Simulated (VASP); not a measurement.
```
Dy
1.0
    1.79500    -3.10903     0.00000
    1.79500     3.10903     0.00000
    0.00000     0.00000     5.65000
Dy
2
Cartesian
  1.79500   1.03635   1.41250
  1.79500  -1.03635   4.23750
```
Starting moments (μB, in the order of the record's atoms Dy Dy): 5.0 5.0.

Computed with PBE GGA, VASP's PBE PAW potentials (set 64) (plane waves; VASP). Run with 300 eV cut-off, 8×8×4 Γ-centred mesh, Gaussian smearing of 0.20 eV, potentials Dy.

**Question.** Give the spin-up energies of bands 15 to 28 at the high-symmetry points, in eV from the Fermi level.

**Answer.** 
```csv
band,Γ,M,K,A,L,H
15,-3.40,-3.44,-3.43,-3.37,-3.42,-3.40
16,-3.38,-3.37,-3.38,-3.37,-3.42,-3.40
17,-3.38,-3.36,-3.38,-3.37,-3.34,-3.38
18,-3.36,-3.32,-3.33,-3.37,-3.34,-3.38
19,-3.35,-2.76,-2.73,-3.36,-2.76,-2.75
20,-2.85,-2.72,-2.73,-3.36,-2.76,-2.75
21,-2.76,-2.63,-2.60,-2.83,-2.62,-2.60
22,-2.75,-2.62,-2.60,-2.83,-2.62,-2.60
23,-2.74,-1.84,-0.80,-2.72,-1.85,-0.46
24,-2.08,-1.29,-0.65,-2.72,-1.85,-0.46
25,1.26,-0.90,-0.65,1.14,0.14,-0.27
26,2.01,0.13,-0.27,1.14,0.14,-0.27
27,2.01,1.61,1.24,1.90,1.77,0.64
28,2.35,1.64,1.24,1.90,1.77,0.64
```

**Question.** Give the spin-down energies of bands 15 to 28 at the high-symmetry points, in eV from the Fermi level.

**Answer.** 
```
band     Γ      M      K     A      L      H
----  ----  -----  -----  ----  -----  -----
15    0.05  -0.15  -0.13  0.08  -0.02  -0.13
16    0.05   0.08   0.03  0.08  -0.02  -0.13
17    0.10   0.14   0.08  0.08   0.17   0.40
18    0.10   0.14   0.08  0.08   0.17   0.40
19    0.69   0.20   0.19  0.77   0.60   0.44
20    0.69   0.51   0.29  0.77   0.60   0.44
21    0.79   0.67   0.62  0.77   0.72   0.67
22    0.79   0.69   0.65  0.77   0.72   0.67
23    1.15   0.78   0.65  1.15   0.78   0.70
24    1.16   0.81   0.73  1.15   0.78   0.70
25    1.78   0.95   0.92  1.71   0.94   0.97
26    2.58   1.01   0.92  1.71   0.94   0.97
27    2.58   2.21   1.88  2.46   2.32   1.27
28    2.91   2.27   1.88  2.46   2.32   1.27
```

It has no gap at this level: it comes out as a metal or semimetal.

The structure is a typed Dy crystal. The cell was not relaxed at this level.
